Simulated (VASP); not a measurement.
Output of a VASP run:

OUTCAR:
```
 ion  position               nearest neighbor table
   1  0.000  0.000  0.000-   2 2.60   2 2.60   2 2.60   2 2.60   2 2.60   2 2.60
   2  0.500  0.500  0.500-   1 2.60   1 2.60   1 2.60   1 2.60   1 2.60   1 2.60
  LATTYP: Found a face centered cubic cell.
 ALAT       =     5.1932302814
 Subroutine PRICEL returns:
 Original cell was already a primitive cell.
 Subroutine GETGRP returns: Found 48 space group operations
The static configuration has the point symmetry O_h .
The dynamic configuration has the point symmetry O_h .
 Subroutine INISYM returns: Found 48 space group operations
 Subroutine IBZKPT returns following result:
 Found     56 irreducible k-points:

 Following reciprocal coordinates:
            Coordinates               Weight
  0.000000  0.000000  0.000000      1.000000
  0.090909  0.000000  0.000000      8.000000
  0.181818  0.000000  0.000000      8.000000
  0.272727  0.000000  0.000000      8.000000
  0.363636  0.000000  0.000000      8.000000
  0.454545  0.000000  0.000000      8.000000
  0.090909  0.090909  0.000000      6.000000
  0.181818  0.090909  0.000000     24.000000
  0.272727  0.090909  0.000000     24.000000
  0.363636  0.090909  0.000000     24.000000
  0.454545  0.090909  0.000000     24.000000
 -0.454545  0.090909  0.000000     24.000000
 -0.363636  0.090909  0.000000     24.000000
 -0.272727  0.090909  0.000000     24.000000
 -0.181818  0.090909  0.000000     24.000000
 -0.090909  0.090909  0.000000     12.000000
  0.181818  0.181818  0.000000      6.000000
  0.272727  0.181818  0.000000     24.000000
  0.363636  0.181818  0.000000     24.000000
  0.454545  0.181818  0.000000     24.000000
 -0.454545  0.181818  0.000000     24.000000
 -0.363636  0.181818  0.000000     24.000000
 -0.272727  0.181818  0.000000     24.000000
 -0.181818  0.181818  0.000000     12.000000
  0.272727  0.272727  0.000000      6.000000
  0.363636  0.272727  0.000000     24.000000
  0.454545  0.272727  0.000000     24.000000
 -0.454545  0.272727  0.000000     24.000000
 -0.363636  0.272727  0.000000     24.000000
 -0.272727  0.272727  0.000000     12.000000
  0.363636  0.363636  0.000000      6.000000
  0.454545  0.363636  0.000000     24.000000
 -0.454545  0.363636  0.000000     24.000000
 -0.363636  0.363636  0.000000     12.000000
  0.454545  0.454545  0.000000      6.000000
 -0.454545  0.454545  0.000000     12.000000
  0.272727  0.181818  0.090909     24.000000
  0.363636  0.181818  0.090909     48.000000
  0.454545  0.181818  0.090909     48.000000
 -0.454545  0.181818  0.090909     48.000000
   k-points           NKPTS =     56   k-points in BZ     NKDIM =     56   number of bands    NBANDS=     11
   number of dos      NEDOS =    301   number of ions     NIONS =      2
   total plane-waves  NPLWV =  13824
   dimension x,y,z NGX =    24 NGY =   24 NGZ =   24
   dimension x,y,z NGXF=    48 NGYF=   48 NGZF=   48
   ions per type =               1   1
   PREC   = accura    normal or accurate (medium, high low for compatibility)
   ISTART =      0    job   : 0-new  1-cont  2-samecut
   ICHARG =      2    charge: 1-file 2-atom 10-const
   ISPIN  =      1    spin polarized calculation?
   LNONCOLLINEAR =      F non collinear calculations
   LSORBIT =      F    spin-orbit coupling
   INIWAV =      1    electr: 0-lowe 1-rand  2-diag
   ENCUT  =  400.0 eV  29.40 Ry    5.42 a.u.   5.99  5.99  5.99*2*pi/ulx,y,z
   NELM   =    100;   NELMIN=  2; NELMDL= -5     # of ELM steps
   EDIFF  = 0.1E-05   stopping-criterion for ELM
   LREAL  =      F    real-space projection
   NLSPLINE    = F    spline interpolate recip. space projectors
   LMAXMIX     =    6 max onsite mixed and CHGCAR
   VOSKOWN=      0    Vosko Wilk Nusair interpolation
   EDIFFG = -.1E-01   stopping-criterion for IOM
   NSW    =     60    number of steps for IOM
   NBLOCK =      1;   KBLOCK =     60    inner block; outer block
   IBRION =      2    ionic relax: 0-MD 1-quasi-New 2-CG
...
```

**OSZICAR**
```
...
DAV:   6    -0.663304241827E+02    0.42337E+01   -0.37535E+00  1274   0.195E+01    0.567E+00
DAV:   7    -0.664938909370E+02   -0.16347E+00   -0.39953E-01  1256   0.669E+00    0.340E+00
DAV:   8    -0.664989773722E+02   -0.50864E-02   -0.48626E-02  1310   0.210E+00    0.522E-01
DAV:   9    -0.665069747789E+02   -0.79974E-02   -0.27679E-02  1301   0.164E+00    0.107E-01
DAV:  10    -0.665124972457E+02   -0.55225E-02   -0.29274E-03  1301   0.580E-01    0.837E-02
DAV:  11    -0.665125249550E+02   -0.27709E-04   -0.13126E-04  1438   0.137E-01    0.482E-02
DAV:  12    -0.665124677984E+02    0.57157E-04   -0.44366E-04  1265   0.240E-01    0.174E-02
DAV:  13    -0.665125929265E+02   -0.12513E-03   -0.83043E-05  1253   0.128E-01    0.463E-03
DAV:  14    -0.665126028141E+02   -0.98876E-05   -0.11113E-06   832   0.124E-02    0.340E-03
DAV:  15    -0.665125941454E+02    0.86687E-05   -0.12131E-06   667   0.127E-02    0.698E-04
DAV:  16    -0.665125979476E+02   -0.38022E-05   -0.17759E-07   625   0.476E-03    0.269E-04
DAV:  17    -0.665125972178E+02    0.72975E-06   -0.15695E-08   634   0.128E-03
   1 F= -.66512597E+02 E0= -.66512545E+02  d E =-.665126E+02
       N       E                     dE             d eps       ncg     rms          rms(c)
DAV:   1    -0.665142828594E+02   -0.16849E-02   -0.33826E-02  1268   0.200E+00    0.274E-01
DAV:   2    -0.665125514449E+02    0.17314E-02   -0.88106E-03  1265   0.952E-01    0.104E-01
DAV:   3    -0.665125892871E+02   -0.37842E-04   -0.31134E-04  1262   0.183E-01    0.558E-02
DAV:   4    -0.665124863441E+02    0.10294E-03   -0.21270E-04  1330   0.110E-01    0.177E-02
DAV:   5    -0.665125593156E+02   -0.72972E-04   -0.61028E-05  1295   0.793E-02    0.127E-02
DAV:   6    -0.665125423130E+02    0.17003E-04   -0.99737E-06  1273   0.338E-02    0.504E-03
DAV:   7    -0.665125563569E+02   -0.14044E-04   -0.14431E-06   812   0.144E-02    0.118E-03
DAV:   8    -0.665125512183E+02    0.51386E-05   -0.20638E-07   628   0.493E-03    0.602E-04
DAV:   9    -0.665125555585E+02   -0.43401E-05   -0.62475E-08   622   0.357E-03    0.775E-05
DAV:  10    -0.665125514398E+02    0.41186E-05   -0.37426E-08   616   0.310E-03    0.941E-05
DAV:  11    -0.665125529127E+02   -0.14728E-05   -0.48648E-09   616   0.103E-03    0.530E-05
DAV:  12    -0.665125526574E+02    0.25530E-06   -0.36261E-10   616   0.208E-04
   2 F= -.66512553E+02 E0= -.66512510E+02  d E =0.445605E-04
       N       E                     dE             d eps       ncg     rms          rms(c)
DAV:   1    -0.665132234087E+02   -0.67050E-03   -0.11096E-02  1268   0.114E+00    0.157E-01
DAV:   2    -0.665126640586E+02    0.55935E-03   -0.29266E-03  1265   0.549E-01    0.615E-02
DAV:   3    -0.665126481676E+02    0.15891E-04   -0.10672E-04  1262   0.107E-01    0.330E-02
DAV:   4    -0.665126532637E+02   -0.50961E-05   -0.71338E-05  1330   0.635E-02    0.102E-02
DAV:   5    -0.665126316683E+02    0.21595E-04   -0.22057E-05  1298   0.477E-02    0.739E-03
DAV:   6    -0.665126474355E+02   -0.15767E-04   -0.35885E-06  1259   0.203E-02    0.308E-03
DAV:   7    -0.665126414665E+02    0.59690E-05   -0.45548E-07   619   0.805E-03    0.683E-04
DAV:   8    -0.665126446499E+02   -0.31834E-05   -0.74953E-08   616   0.294E-03    0.357E-04
DAV:   9    -0.665126422486E+02    0.24013E-05   -0.21081E-08   616   0.198E-03    0.557E-05
DAV:  10    -0.665126446495E+02   -0.24009E-05   -0.12848E-08   616   0.181E-03    0.610E-05
DAV:  11    -0.665126437469E+02    0.90253E-06   -0.18879E-09   616   0.644E-04
   3 F= -.66512644E+02 E0= -.66512596E+02  d E =-.465291E-04
```

File OUTCAR:
```
------------------------ aborting loop because EDIFF is reached ----------------------------------------
  FORCE on cell =-STRESS in cart. coord.  units (eV):
  Direction    XX          YY          ZZ          XY          YZ          ZX
  --------------------------------------------------------------------------------------
  Total        0.0043535      0.0043535      0.0043535      0.0000000     -0.0000000      0.0000000
  in kB        0.1995339      0.1995339      0.1995339      0.0000000     -0.0000000      0.0000000
  external PRESSURE =       0.1995339 kB  Pullay stress =       0.0000000 kB
  volume of cell :       34.96
      direct lattice vectors                 reciprocal lattice vectors
    -0.000000000  2.595176673  2.595176673    -0.192665110  0.192665110  0.192665110
     2.595176673 -0.000000000  2.595176673     0.192665110 -0.192665110  0.192665110
     2.595176673  2.595176673  0.000000000     0.192665110  0.192665110 -0.192665110
 POSITION                                       TOTAL-FORCE (eV/Angst)
 -----------------------------------------------------------------------------------
      0.00000      0.00000      0.00000         0.000000      0.000000      0.000000
      2.59518      2.59518      2.59518        -0.000000      0.000000     -0.000000
 -----------------------------------------------------------------------------------
    total drift:                                0.000000     -0.000000     -0.000000
  FREE ENERGIE OF THE ION-ELECTRON SYSTEM (eV)
  ---------------------------------------------------
  free  energy   TOTEN  =       -66.5126437469 eV

  energy  without entropy=      -66.5124996454  energy(sigma->0) =      -66.51259571

 reached required accuracy - stopping structural energy minimisation
```
(Selected blocks of OUTCAR.)

**POSCAR**
```
PtAs
1
    0.0000000000     2.5966151407     2.5966151407
    2.5966151407    -0.0000000000     2.5966151407
    2.5966151407     2.5966151407     0.0000000000
Pt As
1 1
Direct
  0.0000000000   0.0000000000   0.0000000000
  0.5000000000   0.5000000000   0.5000000000
```

Problem. Reconstruct the remaining input files.

Solution. Several could match; the one computed here: the input of the run itself, r2SCAN meta-GGA, plane waves, VASP's PBE PAW potentials (set 64).

### KPOINTS
```
Automatic mesh
0
Gamma
11 11 11
0 0 0
```

**INCAR**
```
PREC  =  Accurate
NSW  =  60
ISIF  =  3
SIGMA  =  0.1   ! width (eV)
LMAXMIX  =  6
ALGO  =  Normal   ! blocked Davidson
METAGGA  =  R2SCAN
LMIXTAU  =  T
LCHARG  =  F
SYSTEM  =  PtAs
LWAVE  =  F
ISMEAR  =  1   ! Methfessel-Paxton
LREAL  =  F   ! projection in real space or not
NELM  =  100
LASPH  =  T
EDIFFG  =  -0.01
IBRION  =  2   ! conjugate gradients
ENCUT  =  400
EDIFF  =  1E-6   ! SCF stop (eV)
```

POTCAR, in this order: Pt As (PBE.64 set). Program: vasp_std.

The structure was generated: PtAs was put into the rock salt type (Fm-3m), which need not be its known phase. This run relaxes it. Symmetry was kept, so distortions that lower it aren't found. The start is the result of an earlier pass. The electron count is odd and the run is not spin-polarised, which forces a metal.
